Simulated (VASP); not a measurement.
# TaW7S16 (a cell with a defect) (Tungstenite) in VASP: further runs, part 2 of 3

VASP 6.6.1. Earlier steps stand in the parts before.

### Step 3. Electric field gradients, PBE

This run's cell holds other atoms than the first one's.

INCAR reads:

```
  PREC = Accurate
  ENCUT = 520
  EDIFF = 1E-8
  ISMEAR = -1
  SIGMA = 0.01
  LREAL = Auto
  LASPH = True
  NELM = 100
  ALGO = Fast
  ISIF = 2
  LWAVE = False
  LCHARG = False
  GGA = PE
  LEFG = True
  NBANDS = 122
```

KPOINTS reads:

```
regular mesh
0
Gamma
  4 4 2
```

POSCAR reads:

```
W8SeS15
1.0
    6.3600000000      0.0000000000      0.0000000000
   -3.1800000000      5.5079215680      0.0000000000
    0.0000000000      0.0000000000     12.5000000000
W Se S
8 1 15
Direct
    0.1666666666      0.3333333334      0.2500000000
    0.1666666666      0.8333333334      0.2500000000
    0.6666666666      0.3333333334      0.2500000000
    0.6666666666      0.8333333334      0.2500000000
    0.3333333334      0.1666666666      0.7500000000
    0.3333333334      0.6666666666      0.7500000000
    0.8333333334      0.1666666666      0.7500000000
    0.8333333334      0.6666666666      0.7500000000
    0.1666666666      0.3333333334      0.6250000000
    0.1666666666      0.8333333334      0.6250000000
    0.6666666666      0.3333333334      0.6250000000
    0.6666666666      0.8333333334      0.6250000000
    0.3333333334      0.1666666666      0.1250000000
    0.3333333334      0.6666666666      0.1250000000
    0.8333333334      0.1666666666      0.1250000000
    0.8333333334      0.6666666666      0.1250000000
    0.1666666666      0.3333333334      0.8750000000
    0.1666666666      0.8333333334      0.8750000000
    0.6666666666      0.3333333334      0.8750000000
    0.6666666666      0.8333333334      0.8750000000
    0.3333333334      0.1666666666      0.3750000000
    0.3333333334      0.6666666666      0.3750000000
    0.8333333334      0.1666666666      0.3750000000
    0.8333333334      0.6666666666      0.3750000000
```

Potentials or basis: VASP PAW PBE potentials, release 64 (W_sv, Se, S).

On the command line:

```console
> cat potpaw_PBE.64/W_sv/POTCAR potpaw_PBE.64/Se/POTCAR potpaw_PBE.64/S/POTCAR > POTCAR
> mpirun -np 1 vasp_std > vasp.out
```

OUTCAR:

```text
PREC = Accurate
   ENCUT = 520
   EDIFF = 1E-8
   ISMEAR = -1
   LREAL = Auto
   LASPH = True
   NELM = 100
   ISIF = 2
   GGA = PE

 ion  position               nearest neighbor table
   1  0.167  0.333  0.250-  14 2.41  22 2.41  15 2.41  23 2.41  13 2.41  21 2.41   2 3.18   4 3.18
                             2 3.18   4 3.18   3 3.18   3 3.18
   2  0.167  0.833  0.250-  13 2.41  21 2.41  16 2.41  24 2.41  22 2.41  14 2.41   1 3.18   3 3.18
                             1 3.18   3 3.18   4 3.18   4 3.18
   3  0.667  0.333  0.250-  16 2.41  24 2.41  21 2.41  13 2.41  23 2.41  15 2.41   2 3.18   4 3.18
                             4 3.18   2 3.18   1 3.18   1 3.18
   4  0.667  0.833  0.250-  15 2.41  23 2.41  22 2.41  14 2.41  16 2.41  24 2.41   1 3.18   3 3.18
                             3 3.18   1 3.18   2 3.18   2 3.18
   5  0.333  0.167  0.750-  10 2.41  18 2.41  11 2.41  19 2.41   9 2.41  17 2.41   6 3.18   8 3.18
                             6 3.18   8 3.18   7 3.18   7 3.18
   6  0.333  0.667  0.750-   9 2.41  17 2.41  12 2.41  20 2.41  18 2.41  10 2.41   5 3.18   7 3.18
                             5 3.18   7 3.18   8 3.18   8 3.18
[... 1283 lines left out ...]
 ion       V_xx      V_yy      V_zz     asymmetry (V_yy - V_xx)/ V_zz
----------------------------------------------------------------------
   1      78.757    78.757  -157.514       0.000
   2      78.785    78.557  -157.341       0.001
   3      78.785    78.557  -157.341       0.001
   4      78.785    78.557  -157.341       0.001
   5      89.859    79.446  -169.305       0.062
   6      89.858    79.446  -169.305       0.061
[... 16 lines left out ...]
  23      23.083    22.859   -45.942       0.005
  24      23.361    23.360   -46.721       0.000
----------------------------------------------------------------------

           NMR quadrupolar parameters

 Cq : quadrupolar parameter    Cq=e*Q*V_zz/h
 eta: asymmetry parameters     (V_yy - V_xx)/ V_zz
 Q  : nuclear electric quadrupole moment in mb (millibarn)
----------------------------------------------------------------------
 ion       Cq(MHz)       eta       Q (mb)
----------------------------------------------------------------------
   1      -0.381       0.000       1.000
   2      -0.380       0.001       1.000
   3      -0.380       0.001       1.000
   4      -0.380       0.001       1.000
   5      -0.409       0.062       1.000
   6      -0.409       0.061       1.000
[... 16 lines left out ...]
  23      -0.111       0.005       1.000
  24      -0.113       0.000       1.000
----------------------------------------------------------------------
```

stdout:

```text
POSCAR found type information on POSCAR W SeS
 POSCAR found :  3 types and      24 ions
 scaLAPACK will be used
 LDA part: xc-table for (Slater+PW92), standard interpolation
 POSCAR, INCAR and KPOINTS ok, starting setup
 FFT: planning ... GRIDC
 FFT: planning ... GRID_SOFT
 FFT: planning ... GRID
 WAVECAR not read
 entering main loop
ion   1

ion   2
     0.0000661    -0.0024710    -0.0013731     0.6358267    -0.0023783    -0.0014266
     0.0000910    -0.0024710    -0.0013731     0.6358267    -0.0023783    -0.0014266
     0.0001253    -0.0024710    -0.0013731     0.6358267    -0.0023783    -0.0014266
     0.0001726    -0.0024710    -0.0013731     0.6358268    -0.0023783    -0.0014266

     0.0000661     0.0902510    -0.1608657   125.4316203    -0.2786276     0.0521068
     0.0000910     0.0902426    -0.1608234   125.3889994    -0.2785543     0.0521020
     0.0001253     0.0902336    -0.1607603   125.3250691    -0.2784450     0.0520968
     0.0001726     0.0902259    -0.1606668   125.2296543    -0.2782831     0.0520924
[... 118 lines left out ...]
ion  21
     0.0000369     0.0045861    -0.0040269     2.8330423     0.0069748    -0.0026478
     0.0000508     0.0045861    -0.0040269     2.8330423     0.0069748    -0.0026478
     0.0000700     0.0045861    -0.0040269     2.8330423     0.0069748    -0.0026478
     0.0000964     0.0045861    -0.0040269     2.8330422     0.0069748    -0.0026478

     0.0000369     0.0873783    -0.1132237    37.1102552     0.1961092    -0.0504479
     0.0000508     0.0873781    -0.1132235    37.1101919     0.1961088    -0.0504478
     0.0000700     0.0873779    -0.1132231    37.1100867     0.1961082    -0.0504476
     0.0000964     0.0873774    -0.1132226    37.1099133     0.19610
```

Run time: 12 min. Hardware: 1 thread of Intel Xeon 6975P-C (Granite Rapids), shared host; peak memory 0.66 GiB.

What came out:

| Item | Value |
| --- | --- |
| Free energy | -187.7395 eV |
| Pressure | 4.0 GPa |
| Largest force | 3.473 eV/Å |
| Band gap on the k mesh | 1.18 eV, indirect (least direct gap 1.91 eV) |

Forces in eV/Å, atoms in the order of the input:
```
W    0.000  0.000 -0.002
W   -0.005 -0.003 -0.002
W    0.000  0.006 -0.002
W    0.005 -0.003 -0.002
W    1.018 -0.588  1.095
W    0.000  1.176  1.095
W   -1.018 -0.588  1.095
W    0.000  0.000  0.113
Se   0.000  0.000 -3.473
S   -0.001  0.000 -0.174
S    0.000  0.001 -0.174
S    0.001  0.000 -0.174
S    0.000  0.000 -0.135
S    0.000  0.000 -0.135
S    0.000  0.000 -0.135
S    0.000  0.000 -0.136
S    0.000  0.000  0.230
S   -0.075 -0.043  0.137
S    0.000  0.086  0.137
S    0.075 -0.043  0.137
S    0.007 -0.004  0.124
S    0.000  0.008  0.124
S   -0.007 -0.004  0.124
S    0.000  0.000  0.131
```

Stress tensor (GPa, compression positive):
```
3.19 0.00 0.00
0.00 3.19 0.00
0.00 0.00 5.60
```

Levels at points of the mesh, in eV from the valence-band top:
```csv
k point,band 100,band 101,band 102,band 103,band 104,band 105,band 106,band 107,band 108,band 109
"(0.00, 0.00, 0.00)",-1.53,-1.53,-1.44,-1.11,0.00,2.19,2.20,2.20,2.22,2.22
"(0.50, 0.00, 0.00)",-1.44,-1.30,-1.29,-1.22,-1.18,1.38,1.41,1.51,1.52,1.82
"(0.00, 0.00, 0.50)",-1.60,-1.60,-1.50,-0.33,-0.28,2.20,2.21,2.22,2.22,2.24
"(0.50, 0.00, 0.50)",-1.44,-1.27,-1.27,-1.24,-1.19,1.74,1.74,1.75,1.76,1.77
```

Electric field gradients, principal values (V/Å²):
```csv
atom,Vxx,Vyy,Vzz
1 W,78.757,78.757,-157.514
2 W,78.557,78.785,-157.341
3 W,78.557,78.785,-157.341
4 W,78.557,78.785,-157.341
5 W,79.446,89.859,-169.305
6 W,79.446,89.858,-169.305
7 W,79.446,89.858,-169.305
8 W,77.795,77.795,-155.590
9 Se,58.310,58.310,-116.620
10 S,20.989,26.928,-47.916
11 S,20.989,26.928,-47.916
12 S,20.988,26.928,-47.916
13 S,23.280,23.362,-46.642
14 S,23.281,23.361,-46.642
15 S,23.281,23.361,-46.642
16 S,23.421,23.422,-46.843
17 S,23.030,23.031,-46.061
18 S,20.682,24.642,-45.323
19 S,20.682,24.642,-45.323
20 S,20.681,24.642,-45.323
21 S,22.860,23.082,-45.942
22 S,22.859,23.083,-45.942
23 S,22.859,23.083,-45.942
24 S,23.360,23.361,-46.721
```

Caveat: spin-orbit coupling is left out, which moves the levels of the heavy elements.

(Part 2 of 3 ends here.)
